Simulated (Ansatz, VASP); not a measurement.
**One calculation of Hg2H3Br, two programs**

```
Hg H Br
1.0
     5.91317    0.00000    0.00000
    -2.95658    5.12095    0.00000
     0.00000    0.00000    2.91928
Hg H Br
2 3 1
Direct
  0.33333 0.66667 0.00000
  0.66667 0.33333 0.00000
  0.50000 0.00000 0.50000
  0.50000 0.50000 0.50000
  0.00000 0.50000 0.50000
  0.00000 0.00000 0.00000
```

Change from the starting cell: species swapped into the YCo3B2 type (P6/mmm, No. 191).

Alike in both runs: functional PBE; k mesh 3 × 3 × 6; occupations gaussian, width 0.1 eV; no spin polarisation.

Ansatz relaxed the structure, and its values are those at the end. VASP's run is a single point on that final structure, the one shown.

|  | VASP | Ansatz |
| --- | --- | --- |
| version | VASP 6.6.1 | Ansatz 0.2.0 |
| potentials or method | VASP PAW PBE potentials, release 64 (Hg, H, Br) | scalar-relativistic, plane waves, PAW |
| plane-wave cutoff (eV) | 520 | 420 |
| valence electrons in the cell | 34 | 50 |

```csv
,VASP,Ansatz,Ansatz less VASP
gap on the k mesh at the Fermi level (eV),none,none,-
pressure (GPa),0.2,0.0,-0.19
```

A gap of «none» marks a metal or a gap that the smearing closes. The two sets of potentials don't hold the same shells in valence.

Caveats: the k mesh is coarse (spacing up to 0.41 Å⁻¹), so the values aren't converged. Spin-orbit coupling is left out, which matters for the levels of Hg.
